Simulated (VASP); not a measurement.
These are PBE GGA, VASP's PBE PAW potentials (set 64) (plane waves; VASP) values and carry that method's errors.

Input for VASP

### POSCAR
```
TiC
4.4192220
  0.0000000000   0.4999999468   0.4999999468
  0.4999999468   0.0000000000   0.4999999468
  0.4999999468   0.4999999468   0.0000000000
Ti C
1 1
direct
  0.0000000000   0.0000000000   0.0000000000
  0.5000000000   0.5000000000   0.5000000000
```

### INCAR
```
SIGMA  =  0.1
NELM  =  100   ! most electronic steps
PREC  =  Accurate
LASPH  =  T
LREAL  =  F   ! projection in real space or not
SYSTEM  =  TiC
LCHARG  =  F
EDIFF  =  1E-7
LMAXMIX  =  4   ! l cut-off of mixed one-centre charges
GGA  =  PE   ! PBE
ENCUT  =  520
LWAVE  =  F
ISIF  =  2   ! forces and stress, cell fixed
ISMEAR  =  1   ! Methfessel-Paxton
ALGO  =  Normal   ! blocked Davidson
```

File KPOINTS:
```
Automatic mesh
0
Gamma
14 14 14
0 0 0
```

POTCAR, in this order: Ti_sv C (PBE.64 set). Program: vasp_std.

What VASP printed:

### OSZICAR
```
       N       E                     dE             d eps       ncg     rms          rms(c)
DAV:   1     0.119494593767E+03    0.11949E+03   -0.83975E+03  2496   0.159E+03
DAV:   2    -0.141830764732E+02   -0.13368E+03   -0.12741E+03  2644   0.379E+02
DAV:   3    -0.239224331907E+02   -0.97394E+01   -0.94176E+01  3288   0.985E+01
DAV:   4    -0.244144355417E+02   -0.49200E+00   -0.49123E+00  3340   0.213E+01
DAV:   5    -0.244297920489E+02   -0.15357E-01   -0.15356E-01  3364   0.328E+00    0.176E+01
DAV:   6    -0.195155040877E+02    0.49143E+01   -0.34668E+01  3016   0.697E+01    0.777E+00
DAV:   7    -0.187256937536E+02    0.78981E+00   -0.59188E+00  3208   0.300E+01    0.454E+00
DAV:   8    -0.186887914161E+02    0.36902E-01   -0.11826E-01  2684   0.413E+00    0.341E+00
DAV:   9    -0.186646900430E+02    0.24101E-01   -0.29560E-01  2896   0.705E+00    0.901E-01
DAV:  10    -0.186614870639E+02    0.32030E-02   -0.19129E-02  3496   0.174E+00    0.713E-01
DAV:  11    -0.186581145651E+02    0.33725E-02   -0.98380E-03  2996   0.152E+00    0.192E-01
DAV:  12    -0.186579813128E+02    0.13325E-03   -0.77059E-04  3440   0.326E-01    0.457E-02
DAV:  13    -0.186579682938E+02    0.13019E-04   -0.38773E-05  2896   0.668E-02    0.191E-02
DAV:  14    -0.186579650371E+02    0.32567E-05   -0.10230E-05  3656   0.424E-02    0.262E-03
DAV:  15    -0.186579652006E+02   -0.16347E-06   -0.15329E-07  2244   0.499E-03    0.145E-03
DAV:  16    -0.186579651427E+02    0.57914E-07   -0.74378E-08  1732   0.348E-03
   1 F= -.18657965E+02 E0= -.18657990E+02  d E =0.742945E-04
```

### OUTCAR
```
------------------------ aborting loop because EDIFF is reached ----------------------------------------
  FORCE on cell =-STRESS in cart. coord.  units (eV):
  Direction    XX          YY          ZZ          XY          YZ          ZX
  --------------------------------------------------------------------------------------
  Total       -1.7395722     -1.7395722     -1.7395722     -0.0000000      0.0000000     -0.0000000
  in kB     -129.1741814   -129.1741814   -129.1741814     -0.0000000      0.0000000     -0.0000000
  external PRESSURE =    -129.1741814 kB  Pullay stress =       0.0000000 kB
  volume of cell :       21.58
      direct lattice vectors                 reciprocal lattice vectors
     0.000000000  2.209610765  2.209610765    -0.226284198  0.226284198  0.226284198
     2.209610765  0.000000000  2.209610765     0.226284198 -0.226284198  0.226284198
     2.209610765  2.209610765  0.000000000     0.226284198  0.226284198 -0.226284198
 POSITION                                       TOTAL-FORCE (eV/Angst)
 -----------------------------------------------------------------------------------
      0.00000      0.00000      0.00000         0.000000      0.000000     -0.000000
      2.20961      2.20961      2.20961         0.000000      0.000000      0.000000
 -----------------------------------------------------------------------------------
    total drift:                                0.000000     -0.000000     -0.000000
  FREE ENERGIE OF THE ION-ELECTRON SYSTEM (eV)
  ---------------------------------------------------
  free  energy   TOTEN  =       -18.6579651427 eV

  energy  without entropy=      -18.6580394372  energy(sigma->0) =      -18.65798991
```
(Selected blocks of OUTCAR.)

The compound is TiC in the rock salt structure. This cell is one point of a volume scan, at 1.06 of the reference volume.
